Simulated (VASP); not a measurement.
Here is the system:

```yaml
crystal:
  lattice:
    - [0.00000, 2.73606, 2.73606]
    - [2.73606, 0.00000, 2.73606]
    - [2.73606, 2.73606, 0.00000]
  atoms:
    - { symbol: Ag, position: [0.00000, 0.00000, 0.00000] }
    - { symbol: Br, position: [0.50000, 0.50000, 0.50000] }
```

All values below come from LDA (Ceperley-Alder, Perdew-Zunger), VASP's LDA PAW potentials (set 64) (plane waves; VASP). Run with 520 eV cut-off, 8×8×8 Γ-centred mesh, Gaussian smearing of 0.050 eV, potentials Ag Br.

Q: The job: AgBr (rock salt), 2 atoms, LDA, static run, 520 eV, 8×8×8 Γ-centred mesh. Roughly how much core time does it take on a busy server core?

A: About 10 core-seconds (one run on a shared machine, a rough figure). It had 29 irreducible k-points, 13 bands, up to 1124 plane waves and 13 electronic steps.

The compound is AgBr in the rock salt structure. This cell is one point of a volume scan, at 0.94 of the reference volume.
